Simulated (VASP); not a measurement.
Calculation: PBE GGA, VASP's PBE PAW potentials (set 64) (plane waves; VASP).

VASP input:

**INCAR**
```
SYSTEM = AuAl2
PREC = Accurate
ENCUT = 400
EDIFF = 1E-6
NELM = 100
ALGO = Normal
LREAL = .FALSE.
LASPH = .TRUE.
ISMEAR = -1
SIGMA = 0.2
GGA = PE
LMAXMIX = 6
LWAVE = .FALSE.
LCHARG = .FALSE.
ISIF = 2
```

File POSCAR:
```
AuAl2
6.120
  0.0000000000   0.5000000000   0.5000000000
  0.5000000000   0.0000000000   0.5000000000
  0.5000000000   0.5000000000   0.0000000000
Al Au
2 1
Cartesian
  0.2500000000   0.2500000000   0.2500000000
  0.7500000000   0.7500000000   0.7500000000
  0.0000000000   0.0000000000   0.0000000000
```

File KPOINTS:
```
K-points
0
G
  8 8 8
```

POTCAR, in this order: Al Au (PBE.64 set). Program: vasp_std.

What VASP printed:

### OSZICAR
```
       N       E                     dE             d eps       ncg     rms          rms(c)
DAV:   1     0.451836993297E+02    0.45184E+02   -0.59264E+03   744   0.925E+02
DAV:   2    -0.117449588085E+02   -0.56929E+02   -0.52200E+02   804   0.173E+02
DAV:   3    -0.132453413302E+02   -0.15004E+01   -0.14802E+01   896   0.273E+01
DAV:   4    -0.132587191519E+02   -0.13378E-01   -0.13367E-01   812   0.297E+00
DAV:   5    -0.132589184115E+02   -0.19926E-03   -0.19923E-03   896   0.395E-01    0.848E+00
DAV:   6    -0.121705424938E+02    0.10884E+01   -0.62618E+00   784   0.278E+01    0.408E+00
DAV:   7    -0.120949606240E+02    0.75582E-01   -0.29585E-01   748   0.640E+00    0.183E+00
DAV:   8    -0.120688786993E+02    0.26082E-01   -0.30391E-02   816   0.131E+00    0.405E-01
DAV:   9    -0.120677207331E+02    0.11580E-02   -0.41863E-03   800   0.768E-01    0.190E-01
DAV:  10    -0.120678780656E+02   -0.15733E-03   -0.27411E-04   728   0.130E-01    0.356E-02
DAV:  11    -0.120678745057E+02    0.35600E-05   -0.92451E-06   868   0.261E-02    0.139E-02
DAV:  12    -0.120678767494E+02   -0.22437E-05   -0.55660E-06   736   0.161E-02    0.345E-03
DAV:  13    -0.120678767819E+02   -0.32470E-07   -0.19892E-07   468   0.440E-03
   1 F= -.12067877E+02 E0= -.12011344E+02  d E =-.113065E+00
```

**OUTCAR**
```
------------------------ aborting loop because EDIFF is reached ----------------------------------------
  FORCE on cell =-STRESS in cart. coord.  units (eV):
  Direction    XX          YY          ZZ          XY          YZ          ZX
  --------------------------------------------------------------------------------------
  Total       -1.0667908     -1.0667908     -1.0667908     -0.0000000      0.0000000      0.0000000
  in kB      -29.8260372    -29.8260372    -29.8260372     -0.0000000      0.0000000      0.0000000
  external PRESSURE =     -29.8260372 kB  Pullay stress =       0.0000000 kB
  volume of cell :       57.31
      direct lattice vectors                 reciprocal lattice vectors
     0.000000000  3.060000000  3.060000000    -0.163398693  0.163398693  0.163398693
     3.060000000  0.000000000  3.060000000     0.163398693 -0.163398693  0.163398693
     3.060000000  3.060000000  0.000000000     0.163398693  0.163398693 -0.163398693
 POSITION                                       TOTAL-FORCE (eV/Angst)
 -----------------------------------------------------------------------------------
      1.53000      1.53000      1.53000         0.000000     -0.000000      0.000000
      4.59000      4.59000      4.59000        -0.000000     -0.000000     -0.000000
      0.00000      0.00000      0.00000        -0.000000      0.000000      0.000000
 -----------------------------------------------------------------------------------
    total drift:                               -0.000000     -0.000000      0.000000
  FREE ENERGIE OF THE ION-ELECTRON SYSTEM (eV)
  ---------------------------------------------------
  free  energy   TOTEN  =       -12.0678767819 eV

  energy  without entropy=      -11.9548120895  energy(sigma->0) =      -12.01134444
```
(Selected blocks of OUTCAR.)

OUTCAR:
```
 val. band max:        7.1080731107   @ k =   0.3750   0.1250   0.0000

 cond. band min:       7.4975267700   @ k =   0.3750   0.2500   0.1250


 Fermi energy:         7.1785066411

 k-point     1 :       0.0000    0.0000    0.0000
  band No.  band energies     occupation
      1      -2.9980      2.00000
      2       0.8482      2.00000
      3       0.8482      2.00000
      4       0.8482      2.00000
      5       1.7419      2.00000
      6       1.7419      2.00000
      7       8.9516      0.00028
      8      10.0694      0.00000
      9      10.0694      0.00000
     10      10.0694      0.00000
     11      10.7781      0.00000
     12      10.7781      0.00000

 k-point     2 :       0.1250    0.0000    0.0000
  band No.  band energies     occupation
      1      -2.8030      2.00000
      2       0.7820      2.00000
      3       0.8948      2.00000
      4       0.8948      2.00000
      5       1.7332      2.00000
      6       1.7332      2.00000
      7       7.6206      0.19766
      8       9.2767      0.00006
      9       9.3341      0.00004
     10       9.3341      0.00004
     11      11.4977      0.00000
     12      11.4977      0.00000

 k-point     3 :       0.2500    0.0000    0.0000
  band No.  band energies     occupation
      1      -2.2448      2.00000
      2       0.6516      2.00000
      3       0.9939      2.00000
      4       0.9939      2.00000
      5       1.7393      2.00000
      6       1.7393      2.00000
      7       5.1618      1.99992
      8       8.4512      0.00344
      9       8.4512      0.00344
     10       9.5683      0.00001
     11      11.2752      0.00000
     12      11.2752      0.00000

 k-point     4 :       0.3750    0.0000    0.0000
  band No.  band energies     occupation
      1      -1.4684      2.00000
      2       0.6433      2.00000
      3       1.0612      2.00000
      4       1.0612      2.00000
      5       1.8005      2.00000
      6       1.8005      2.00000
...
```

Unless said otherwise, spin-orbit coupling is left out, though it shifts the bands of the heavy elements here.

The compound is AuAl2 in the fluorite structure. The cell was not relaxed at this level. The run is one of a series of settings (ISMEAR = -1, SIGMA = 0.2 against the base run), some of them coarse on purpose. The electron count is odd and the run is not spin-polarised, which forces a metal.
